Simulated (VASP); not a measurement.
The system is CaHg.

```
Ca Hg
1.0
     3.75465    0.00000    0.00000
     0.00000    3.75465    0.00000
     0.00000    0.00000    3.75465
Ca Hg
1 1
Direct
  0.00000 0.00000 0.00000
  0.50000 0.50000 0.50000
```

The cell comes from a database or a generator and needn't be the stable form of this composition.

Base run:

```yaml
Program: VASP 6.6.1
Functional: PBEsol
Potentials_or_basis: VASP PAW PBE potentials, release 64 (Ca_sv, Hg)
Cutoff: 520 eV
k_mesh: 6 × 6 × 6
Occupations: fermi-dirac, width 0.1 eV
Spin: non-collinear spin, zero start, spin-orbit coupling
Starting_moments: "[[0.0, 0.0, 0.0], [0.0, 0.0, 0.0]] μB"
```

Its results: pressure -1.3 GPa.

**Question.** The run is repeated on the same cell with these changes: spin from non-collinear spin, zero start, spin-orbit coupling to no spin polarisation; further incar settings from ALGO = Normal; EDIFF = 1e-07; NBANDS = 34 to ALGO = Normal; EDIFF = 1e-06; NBANDS = 18. What comes out?

**Answer.** Pressure -0.7 GPa.

Caveats: the PAW data sets were made with another functional, which shifts forces and pressure a little.
